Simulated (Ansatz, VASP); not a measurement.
# ZrSeS: VASP beside Ansatz, part 2 of 2

Wanted: the spread between two codes on one cell, functional and k mesh. The cell is taken from a series of runs on this material, whose earlier steps may have relaxed, scaled, displaced or heated it; both programs get it as it stands.

VASP 6.6.1 and Ansatz 0.2.0.

So far: The starting structure; Ansatz: zone-centre phonons, LDA.

### 3. VASP: zone-centre phonons, LDA

Level of this step: LDA; plane waves and PAW (Zr_sv, Se, S) (VASP).

The same cell, functional (in two slightly different forms), mesh and smearing now go to VASP, with its own data sets.

Lines of VASP's logs that name or quote its potential files are left out, and so is its time.

File INCAR:

```
SYSTEM = ZrSeS
PREC = Accurate
ENCUT = 500
EDIFF = 1E-08
NELM = 120
ISMEAR = -1
SIGMA = 0.1
LREAL = .FALSE.
ALGO = Normal
GGA = CA
NELECT = 23.97
NBANDS = 17
LASPH = .TRUE.
LORBIT = 11
LWAVE = .FALSE.
LCHARG = .FALSE.
ISIF = 2
IBRION = 8
GGA_COMPAT = .FALSE.
KPAR = 2
```

File POSCAR:

```
ZrSeS
1.0
    3.6454735525      0.0000000000      0.0000000000
   -1.8227367762      3.1570727053      0.0000000000
    0.0000000000      0.0000000000      5.8171555965
Zr Se S
1 1 1
Direct
    0.0000000000      0.0000000000      0.0133424994
    0.6666666667      0.3333333333      0.7329348125
    0.3333333333      0.6666666667      0.2537226881
```

File KPOINTS:

```
Automatic mesh
0
Gamma
12 12 6
0 0 0
```

The projector-augmented-wave data sets are Zr_sv, Se and S (LDA family, release 64).

Run with:

```
mpirun -np 2 vasp_std
```

Numbers of over 12 decimals in the logs are rounded to 6 here.

What it wrote:

```text
[banner, memory and clock lines left out]
running    2 mpi-ranks, on    1 nodes
 distrk:  each k-point on    1 cores,    2 groups
 distr:  one band on    1 cores,    1 groups

 POSCAR found type information on POSCAR ZrSeS
 POSCAR found :  3 types and       3 ions
 LDA part: xc-table for (Slater(with rela. corr.)+CA(PZ))
 , standard interpolation
 POSCAR, INCAR and KPOINTS ok, starting setup
 FFT: planning ... GRIDC
 FFT: planning ... GRID_SOFT
 FFT: planning ... GRID
 WAVECAR not read
 entering main loop
       N       E                     dE             d eps       ncg     rms          rms(c)
DAV:   1     0.161263810007E+03    0.16126E+03   -0.11131E+04  3400   0.120E+03
DAV:   2    -0.150401108196E+02   -0.17630E+03   -0.17346E+03  4463   0.299E+02
DAV:   3    -0.242054192910E+02   -0.91653E+01   -0.91248E+01  5776   0.621E+01
DAV:   4    -0.243671830974E+02   -0.16176E+00   -0.16165E+00  4609   0.790E+00
DAV:   5    -0.243721976895E+02   -0.50146E-02   -0.50133E-02  5412   0.104E+00BRMIX: very serious problems
 the old and the new charge density differ
 old charge density:    24.00000 new   23.97000
BRMIX: very serious problems
 the old and the new charge density differ
 old charge density:    24.00000 new   23.97000
    0.161E+01
DAV:   6    -0.227882301357E+02    0.15840E+01   -0.60780E+00  3932   0.140E+01    0.737E+00
DAV:   7    -0.227031389931E+02    0.85091E-01   -0.55286E-01  4634   0.430E+00    0.340E+00
DAV:   8    -0.226951080198E+02    0.80310E-02   -0.92782E-02  4761   0.178E+00    0.653E-01
DAV:   9    -0.226937041291E+02    0.14039E-02   -0.10926E-02  3944   0.781E-01    0.349E-01
DAV:  10    -0.226937767449E+02   -0.72616E-04   -0.13064E-03  4902   0.277E-01    0.183E-01
DAV:  11    -0.226937407249E+02    0.36020E-04   -0.62353E-05  4275   0.632E-02    0.408E-02
DAV:  12    -0.226937423965E+02   -0.16716E-05   -0.17651E-05  4296   0.343E-02    0.111E-02
DAV:  13    -0.226937422290E+02    0.16752E-06   -0.11101E-06  4322   0.750E-03    0.489E-03
DAV:  14    -0.226937422432E+02   -0.14155E-07   -0.12186E-07  5038   0.203E-03    0.162E-03
DAV:  15    -0.226937422441E+02   -0.99362E-09   -0.27452E-08  3045   0.111E-03
   1 F= -.22693742E+02 E0= -.22689764E+02  d E =-.795646E-02
 Linear response reoptimize wavefunctions to high precision
DAV:   1    -0.226937422453E+02   -0.11971E-08   -0.17850E-09  2813   0.396E-04
DAV:   2    -0.226937422454E+02   -0.26148E-10   -0.24093E-10  1911   0.134E-04
 Linear response DOF=           6
 Linear response progress:
  Degree of freedom:   1/  6
       N       E                     dE             d eps       ncg     rms          rms(c)
RMM:   1    -0.708774816187E+00   -0.70877E+00    0.30238E+00 16284   0.157E+01
RMM:   2    -0.654485788761E+00    0.54289E-01   -0.22268E-01 23474   0.310E+00    0.221E-01
RMM:   3    -0.656867760223E+00   -0.23820E-02   -0.42480E-02 27956   0.956E-01    0.895E-02
RMM:   4    -0.659253990112E+00   -0.23862E-02   -0.85500E-03 35804   0.335E-01    0.549E-02
RMM:   5    -0.659655350250E+00   -0.40136E-03   -0.51678E-04 36780   0.104E-01    0.209E-02
RMM:   6    -0.659631954912E+00    0.23395E-04   -0.10496E-04 38361   0.482E-02    0.259E-03
RMM:   7    -0.659588271254E+00    0.43684E-04   -0.33375E-05 38659   0.245E-02    0.166E-03
RMM:   8    -0.659592216737E+00   -0.39455E-05   -0.12842E-05 40192   0.149E-02    0.901E-04
RMM:   9    -0.659598478094E+00   -0.62614E-05   -0.65572E-06 40354   0.981E-03    0.195E-04
RMM:  10    -0.659603314317E+00   -0.48362E-05   -0.33935E-06 40472   0.720E-03    0.107E-04
RMM:  11    -0.659603918437E+00   -0.60412E-06   -0.20598E-06 41446   0.563E-03    0.171E-04
RMM:  12    -0.659601376491E+00    0.25419E-05   -0.60226E-07 39124   0.463E-03    0.281E-04
RMM:  13    -0.659603316511E+00   -0.19400E-05   -0.24385E-07 38130   0.386E-03    0.265E-04
RMM:  14    -0.659605946566E+00   -0.26301E-05    0.39009E-07 38658   0.330E-03    0.222E-04
RMM:  15    -0.659612867230E+00   -0.69207E-05    0.51767E-07 33774   0.303E-03    0.174E-04
RMM:  16    -0.659623100463E+00   -0.10233E-04    0.86366E-07 34252   0.284E-03    0.422E-04
RMM:  17    -0.659621453884E+00    0.16466E-05    0.93226E-07 32265   0.221E-03    0.270E-04
RMM:  18    -0.659619684444E+00    0.17694E-05    0.12836E-06 33570   0.193E-03    0.182E-04
RMM:  19    -0.659619738064E+00   -0.53620E-07    0.11862E-06 38326   0.164E-03    0.176E-04
RMM:  20    -0.659619531223E+00    0.20684E-06    0.13241E-06 37117   0.146E-03    0.159E-04
RMM:  21    -0.659618621906E+00    0.90932E-06    0.12305E-06 34538   0.133E-03    0.163E-04
 first order change of Fermi-energy   0.54274E-04
 force on displaced ion       1 direction 1 :  -3.903  -0.001   0.000
 Linear response progress:
  Degree of freedom:   2/  6
       N       E                     dE             d eps       ncg     rms          rms(c)
RMM:   1    -0.788001525898E+00   -0.78800E+00    0.32539E+00  3804   0.160E+01
RMM:   2    -0.735272897509E+00    0.52729E-01   -0.22001E-01  5401   0.300E+00    0.237E-01
RMM:   3    -0.737845293641E+00   -0.25724E-02   -0.51154E-02  6518   0.946E-01    0.109E-01
RMM:   4    -0.741154200864E+00   -0.33089E-02   -0.12120E-02  7970   0.318E-01    0.861E-02
RMM:   5    -0.741448373778E+00   -0.29417E-03   -0.21108E-04  8048   0.719E-02    0.501E-02
RMM:   6    -0.741528081407E+00   -0.79708E-04   -0.55537E-05  7838   0.405E-02    0.597E-03
[...]
RMM:   3    -0.798214988953E-01   -0.40270E-03   -0.12957E-03 32317   0.135E-01    0.539E-02
RMM:   4    -0.802527813604E-01   -0.43128E-03   -0.28451E-04 30523   0.805E-02    0.967E-03
RMM:   5    -0.802195613869E-01    0.33220E-04   -0.90561E-05 34485   0.320E-02    0.651E-03
RMM:   6    -0.802466058200E-01   -0.27044E-04   -0.16890E-05 36833   0.136E-02    0.256E-03
RMM:   7    -0.802466230036E-01   -0.17184E-07   -0.11182E-06 38359   0.600E-03    0.122E-03
RMM:   8    -0.802508166868E-01   -0.41937E-05   -0.10078E-05 38070   0.321E-03    0.398E-04
RMM:   9    -0.802523154944E-01   -0.14988E-05    0.27359E-06 39649   0.152E-03    0.145E-04
RMM:  10    -0.802526484639E-01   -0.33297E-06   -0.22130E-06 39165   0.759E-04    0.323E-05
RMM:  11    -0.802525986433E-01    0.49821E-07    0.58828E-07 40788   0.378E-04    0.452E-05
RMM:  12    -0.802528184965E-01   -0.21985E-06   -0.82002E-07 37374   0.217E-04    0.394E-05
RMM:  13    -0.802526967060E-01    0.12179E-06    0.12086E-07 38279   0.122E-04    0.143E-05
RMM:  14    -0.802527177471E-01   -0.21041E-07   -0.30460E-07 39836   0.717E-05    0.145E-05
RMM:  15    -0.802527613960E-01   -0.43649E-07    0.11170E-08 37996   0.407E-05    0.729E-06
RMM:  16    -0.802527505962E-01    0.10800E-07   -0.84589E-08 38641   0.250E-05    0.474E-06
RMM:  17    -0.802527543719E-01   -0.37757E-08   -0.37162E-09 37786   0.164E-05    0.121E-06
 first order change of Fermi-energy  -0.50948E-04
 force on displaced ion       2 direction 1 :  -3.731  -0.001  -0.000
 Linear response progress:
  Degree of freedom:   4/  6
       N       E                     dE             d eps       ncg     rms          rms(c)
RMM:   1    -0.108146738255E+00   -0.10815E+00   -0.20582E-02  8494   0.137E+00
RMM:   2    -0.998581197337E-01    0.82886E-02   -0.64801E-03  6540   0.392E-01    0.173E-01
RMM:   3    -0.100112151787E+00   -0.25403E-03   -0.10981E-03  7098   0.133E-01    0.114E-01
RMM:   4    -0.100306521613E+00   -0.19437E-03   -0.25935E-04  7343   0.643E-02    0.352E-02
RMM:   5    -0.100373536544E+00   -0.67015E-04   -0.67209E-05  7759   0.319E-02    0.912E-03
RMM:   6    -0.100366554566E+00    0.69820E-05   -0.16612E-05  8103   0.143E-02    0.454E-03
RMM:   7    -0.100363626141E+00    0.29284E-05   -0.10323E-05  7809   0.790E-03    0.117E-03
RMM:   8    -0.100363759745E+00   -0.13360E-06   -0.90884E-06  8319   0.352E-03    0.632E-04
RMM:   9    -0.100365274249E+00   -0.15145E-05   -0.21204E-06  8220   0.178E-03    0.213E-04
RMM:  10    -0.100365764711E+00   -0.49046E-06   -0.11955E-06  8633   0.894E-04    0.132E-04
RMM:  11    -0.100365796283E+00   -0.31571E-07   -0.13821E-06  8566   0.431E-04    0.705E-05
RMM:  12    -0.100365845380E+00   -0.49098E-07   -0.30134E-07  8641   0.224E-04    0.602E-05
RMM:  13    -0.100365953251E+00   -0.10787E-06   -0.38260E-07  8132   0.135E-04    0.182E-05
RMM:  14    -0.100366005441E+00   -0.52190E-07   -0.16423E-07  8358   0.768E-05    0.108E-05
RMM:  15    -0.100365994002E+00    0.11439E-07   -0.15976E-07  8282   0.463E-05    0.797E-06
RMM:  16    -0.100366003997E+00   -0.99958E-08   -0.70623E-08  8407   0.279E-05    0.420E-06
 first order change of Fermi-energy  -0.80472E+00
 force on displaced ion       2 direction 3 :   0.000  -0.000  -9.572
 Linear response progress:
  Degree of freedom:   5/  6
       N       E                     dE             d eps       ncg     rms          rms(c)
RMM:   1    -0.117452493360E+00   -0.11745E+00   -0.13001E-01 38321   0.187E+00
RMM:   2    -0.103258237806E+00    0.14194E-01   -0.12172E-02 29401   0.567E-01    0.139E-01
RMM:   3    -0.103792452430E+00   -0.53421E-03   -0.12473E-03 31182   0.187E-01    0.696E-02
RMM:   4    -0.104343593448E+00   -0.55114E-03   -0.50634E-04 31080   0.100E-01    0.185E-02
RMM:   5    -0.104352932655E+00   -0.93392E-05   -0.13506E-04 35858   0.397E-02    0.128E-02
RMM:   6    -0.104358212392E+00   -0.52797E-05   -0.29607E-05 36667   0.162E-02    0.444E-03
RMM:   7    -0.104368878208E+00   -0.10666E-04   -0.24452E-05 37025   0.715E-03    0.239E-03
RMM:   8    -0.104376909582E+00   -0.80314E-05   -0.16366E-05 37919   0.375E-03    0.535E-04
RMM:   9    -0.104373511740E+00    0.33978E-05   -0.38434E-06 38773   0.176E-03    0.337E-04
RMM:  10    -0.104375016172E+00   -0.15044E-05   -0.10907E-05 39054   0.951E-04    0.107E-04
RMM:  11    -0.104375337796E+00   -0.32162E-06   -0.43476E-07 40486   0.477E-04    0.516E-05
RMM:  12    -0.104375367397E+00   -0.29601E-07   -0.24592E-06 39101   0.233E-04    0.160E-05
RMM:  13    -0.104375451638E+00   -0.84241E-07   -0.58895E-07 40445   0.122E-04    0.784E-06
RMM:  14    -0.104375472504E+00   -0.20867E-07   -0.60811E-07 39763   0.650E-05    0.291E-06
RMM:  15    -0.104375493490E+00   -0.20986E-07   -0.19789E-07 39195   0.375E-05    0.273E-06
RMM:  16    -0.104375492350E+00    0.11399E-08   -0.18507E-07 38970   0.232E-05    0.150E-06
RMM:  17    -0.104375496202E+00   -0.38511E-08   -0.70031E-08 36749   0.160E-05    0.565E-07
 first order change of Fermi-energy  -0.42705E-04
 force on displaced ion       3 direction 1 :  -5.156   0.000   0.001
 Linear response progress:
  Degree of freedom:   6/  6
       N       E                     dE             d eps       ncg     rms          rms(c)
RMM:   1    -0.136161623353E+00   -0.13616E+00   -0.11567E-01  8505   0.185E+00
RMM:   2    -0.121904771239E+00    0.14257E-01   -0.11125E-02  6433   0.552E-01    0.241E-01
RMM:   3    -0.122215114057E+00   -0.31034E-03   -0.12282E-03  6470   0.186E-01    0.144E-01
RMM:   4    -0.122475680855E+00   -0.26057E-03   -0.30351E-04  7093   0.744E-02    0.611E-02
RMM:   5    -0.122633013552E+00   -0.15733E-03   -0.80327E-05  7497   0.390E-02    0.127E-02
RMM:   6    -0.122599920640E+00    0.33093E-04   -0.22557E-05  7875   0.175E-02    0.600E-03
RMM:   7    -0.122593913217E+00    0.60074E-05   -0.82818E-06  7980   0.857E-03    0.258E-03
RMM:   8    -0.122597086847E+00   -0.31736E-05   -0.15911E-05  8171   0.404E-03    0.993E-04
RMM:   9    -0.122599598037E+00   -0.25112E-05   -0.43545E-06  8126   0.205E-03    0.227E-04
RMM:  10    -0.122600151774E+00   -0.55374E-06    0.12224E-06  8565   0.984E-04    0.122E-04
RMM:  11    -0.122600078162E+00    0.73612E-07   -0.19754E-07  8496   0.469E-04    0.449E-05
RMM:  13    -0.122600069354E+00   -0.64644E-07   -0.61565E-07  8452   0.129E-04    0.111E-05
RMM:  14    -0.122600064611E+00    0.47431E-08   -0.18010E-08  8819   0.688E-05    0.562E-06
 first order change of Fermi-energy   0.16268E+00
 force on displaced ion       3 direction 3 :   0.000   0.000  -8.850
 Linear response finished
```

Parts of OUTCAR (step 3):

```text
NELECT = 23.97

 ion  position               nearest neighbor table
   1  0.000  0.000  0.013-   3 2.53   3 2.53   3 2.53   2 2.66   2 2.66   2 2.66
   2  0.667  0.333  0.733-   1 2.66   1 2.66   1 2.66
   3  0.333  0.667  0.254-   1 2.53   1 2.53   1 2.53

  LATTYP: Found a hexagonal cell.
 ALAT       =     3.6454735525
 C/A-ratio  =     1.5957201479

 Subroutine GETGRP returns: Found  6 space group operations
 (whereof  6 operations were pure point group operations)

The static configuration has the point symmetry C_3v.

 Found    100 irreducible k-points:

   k-points           NKPTS =    100   k-points in BZ     NKDIM =    100   number of bands    NBANDS=     17

   dimension x,y,z NGX =    28 NGY =   28 NGZ =   42
   dimension x,y,z NGXF=    56 NGYF=   56 NGZF=   84

   ENCUT  =  500.0 eV  36.75 Ry    6.06 a.u.   6.65  6.65 10.61*2*pi/ulx,y,z

 k-points in reciprocal lattice and weights: Automatic mesh
   0.00000000  0.00000000  0.00000000       0.001
   0.08333333  0.00000000  0.00000000       0.007
   0.16666667  0.00000000  0.00000000       0.007
   0.25000000 -0.00000000  0.00000000       0.007
   0.33333333  0.00000000  0.00000000       0.007
   0.41666667  0.00000000  0.00000000       0.007
   0.50000000 -0.00000000  0.00000000       0.003
   0.08333333  0.08333333  0.00000000       0.007
   0.16666667  0.08333333  0.00000000       0.014
[...]
0.33333333  0.25000000  0.50000000       0.014
   0.33333333  0.33333333  0.50000000       0.002

 average (electrostatic) potential at core
       1 -78.4208       2 -58.2860       3 -86.1961

  Total       -0.2553145     -0.2553145     -0.2738491     -0.0000000      0.0000000      0.0000000
  in kB       -6.1099374     -6.1099374     -6.5534917     -0.0000000      0.0000000      0.0000000
  external PRESSURE =      -6.2577889 kB  Pullay stress =       0.0000000 kB

  energy-cutoff  :      500.00
  volume of cell :       66.95
      direct lattice vectors                 reciprocal lattice vectors
     3.645473552  0.000000000  0.000000000     0.274312784  0.158374560  0.000000000
    -1.822736776  3.157072705  0.000000000     0.000000000  0.316749120  0.000000000
     0.000000000  0.000000000  5.817155597     0.000000000  0.000000000  0.171905321

 POSITION                                       TOTAL-FORCE (eV/Angst)
 -----------------------------------------------------------------------------------
      0.00000      0.00000      0.07762         0.000000      0.000000      0.033847
      1.82274      1.05236      4.26360         0.000000     -0.000000     -0.067338
     -0.00000      2.10472      1.47594        -0.000000      0.000000      0.033491
 -----------------------------------------------------------------------------------
    total drift:                                0.000000     -0.000000     -0.000022

 Eigenvectors and eigenvalues of the dynamical matrix
 ----------------------------------------------------

   1 f  =    9.274079 THz    58.270755 2PiTHz  309.349969 cm-1    38.354491 meV
             X         Y         Z           dx          dy          dz
      0.000000  0.000000  0.077615     0.000000    0.000000   -0.536824
      1.822737  1.052358  4.263596     0.000000    0.000000    0.039845
     -0.000000  2.104715  1.475944    -0.000000   -0.000000    0.842753

   2 f  =    6.965000 THz    43.762388 2PiTHz  232.327407 cm-1    28.804914 meV
             X         Y         Z           dx          dy          dz
      0.000000  0.000000  0.077615     0.000000    0.000000   -0.510772
      1.822737  1.052358  4.263596     0.000000    0.000000    0.779685
     -0.000000  2.104715  1.475944    -0.000000   -0.000000   -0.362219

   3 f  =    6.835613 THz    42.949421 2PiTHz  228.011495 cm-1    28.269810 meV
             X         Y         Z           dx          dy          dz
      0.000000  0.000000  0.077615     0.173582    0.214637    0.000000
      1.822737  1.052358  4.263596     0.181090    0.223920   -0.000000
     -0.000000  2.104715  1.475944    -0.576624   -0.713002    0.000000

   4 f  =    6.835613 THz    42.949421 2PiTHz  228.011495 cm-1    28.269810 meV
             X         Y         Z           dx          dy          dz
      0.000000  0.000000  0.077615     0.214637   -0.173582    0.000000
      1.822737  1.052358  4.263596     0.223920   -0.181090   -0.000000
     -0.000000  2.104715  1.475944    -0.713002    0.576624    0.000000

   5 f  =    3.817844 THz    23.988219 2PiTHz  127.349553 cm-1    15.789325 meV
             X         Y         Z           dx          dy          dz
      0.000000  0.000000  0.077615    -0.432501   -0.534798   -0.000000
      1.822737  1.052358  4.263596     0.456274    0.564194    0.000000
     -0.000000  2.104715  1.475944     0.013097    0.016195   -0.000000

   6 f  =    3.817844 THz    23.988219 2PiTHz  127.349553 cm-1    15.789325 meV
             X         Y         Z           dx          dy          dz
      0.000000  0.000000  0.077615    -0.534798    0.432501    0.000000
      1.822737  1.052358  4.263596     0.564194   -0.456274   -0.000000
     -0.000000  2.104715  1.475944     0.016195   -0.013097   -0.000000

   7 f/i=    0.000916 THz     0.005757 2PiTHz    0.030562 cm-1     0.003789 meV
             X         Y         Z           dx          dy          dz
      0.000000  0.000000  0.077615    -0.000000    0.000000    0.671514
      1.822737  1.052358  4.263596    -0.000000    0.000000    0.624903
     -0.000000  2.104715  1.475944    -0.000000    0.000000    0.398202

   8 f/i=    0.001700 THz     0.010680 2PiTHz    0.056700 cm-1     0.007030 meV
             X         Y         Z           dx          dy          dz
      0.000000  0.000000  0.077615    -0.428096   -0.517173   -0.000000
      1.822737  1.052358  4.263596    -0.398500   -0.481419   -0.000000
     -0.000000  2.104715  1.475944    -0.254020   -0.306876   -0.000000

   9 f/i=    0.001700 THz     0.010680 2PiTHz    0.056700 cm-1     0.007030 meV
             X         Y         Z           dx          dy          dz
      0.000000  0.000000  0.077615     0.517173   -0.428096    0.000000
      1.822737  1.052358  4.263596     0.481419   -0.398500    0.000000
     -0.000000  2.104715  1.475944     0.306876   -0.254020    0.000000

 ELASTIC MODULI CONTR FROM IONIC RELAXATION (kBar)
 Direction    XX          YY          ZZ          XY          YZ          ZX
 --------------------------------------------------------------------------------
 XX        -516.0958   -302.5309   -621.9373     -0.0000    276.2897      0.0000
 YY        -302.5309   -516.0958   -621.9373     -0.0000   -276.2897     -0.0000
 ZZ        -621.9373   -621.9373   -951.7443     -0.0000      0.0000      0.0000
 XY          -0.0000     -0.0000     -0.0000   -106.7824     -0.0000    251.3001
 YZ         276.2897   -276.2897      0.0000     -0.0000   -732.3147     -0.0000
 ZX           0.0000     -0.0000      0.0000    251.3001     -0.0000   -602.1001
 --------------------------------------------------------------------------------
```

### 4. Side by side

Known differences besides the potentials themselves: the two LDA forms differ slightly; the cutoff is 420 eV in Ansatz and 500 eV in VASP; VASP's log shows a relativistic correction to its local exchange, Ansatz's none. Total energies have different zeros and are not compared.

Compared:

| quantity | Ansatz | VASP | difference |
| --- | --- | --- | --- |
| optical mode 1 to 2 (cm⁻¹) | 126.0 | 127.3 | -1.08 % |
| optical mode 3 to 4 (cm⁻¹) | 227.2 | 228.0 | -0.33 % |
| optical mode 5 (cm⁻¹) | 231.6 | 232.3 | -0.32 % |
| optical mode 6 (cm⁻¹) | 308.9 | 309.3 | -0.16 % |

Modes are paired by rising frequency, not by their patterns, so a pair may set unlike modes beside each other; they are those without the splitting of longitudinal modes. The cell carries a charge of +0.03 e against a uniform background, so its pressure also hangs on how the neutralising background is counted, and in a defect's cell a gap may be the spacing between its levels.

### 5. Results

* r.m.s. difference of the optical zone-centre modes, each program's sorted by frequency (zone-centre phonons, LDA): 0.97 cm⁻¹
* difference in optical mode 1 to 2 (zone-centre phonons, LDA): -1.1 %

In words: The r.m.s. difference of the optical zone-centre modes, each program's sorted by frequency is 0.97 cm⁻¹ (zone-centre phonons, LDA). The data sets hold unlike numbers of valence electrons (33.97 in Ansatz and 23.97 in VASP), so part of the differences may come from the potentials. Among the rows given in per cent, the largest difference of the zone-centre phonons, LDA pair is in optical mode 1 to 2, -1.1 %. Such differences can come from data sets, numerical settings and the points named under the comparisons, not from the functional's error against experiment.

[Lines on the potential files, build, host, timing and source positions are cut from VASP's logs without a mark.]

[Logs are printed without paths, hosts, clocks, repeated set-up lines and the standing remarks that a program may print on its own settings, such as how far it seeks lower states.]

[Hosts, paths, dates, database ids (printed as entryN), source tags and the programs' standing remarks are cut or masked in the printed files.]
